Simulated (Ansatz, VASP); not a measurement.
# Sc3AlP: VASP beside Ansatz

```
Sc Al P
1.0
     4.85914    0.00000    0.00000
     0.00000    4.85914    0.00000
     0.00000    0.00000    4.85914
Sc Al P
3 1 1
Direct
  0.50000 0.00000 0.00000
  0.00000 0.50000 0.00000
  0.00000 0.00000 0.50000
  0.50000 0.50000 0.50000
  0.00000 0.00000 0.00000
```

Change from the starting cell: species swapped into the MgNi3B type (Pm-3m, No. 221).

Alike in both runs: functional PBE; k mesh 8 × 8 × 8; occupations gaussian, width 0.1 eV; no spin polarisation.

Ansatz relaxed the structure, and its values are those at the end. VASP's run is a single point on that final structure, the one shown.

```csv
,VASP,Ansatz
version,VASP 6.6.1,Ansatz 0.2.0
potentials or method,"VASP PAW PBE potentials, release 64 (Sc_sv, Al, P)","scalar-relativistic, plane waves, PAW"
plane-wave cutoff (eV),520,420
valence electrons in the cell,41,41
```

VASP gave:

```
gap on the k mesh at the Fermi level (eV) : none
pressure (GPa)                            : 0.1
```

Question: What did Ansatz give for the same quantities?

Answer: gap on the k mesh at the Fermi level (eV): none; pressure (GPa): 0.0.

A gap of «none» marks a metal or a gap that the smearing closes.
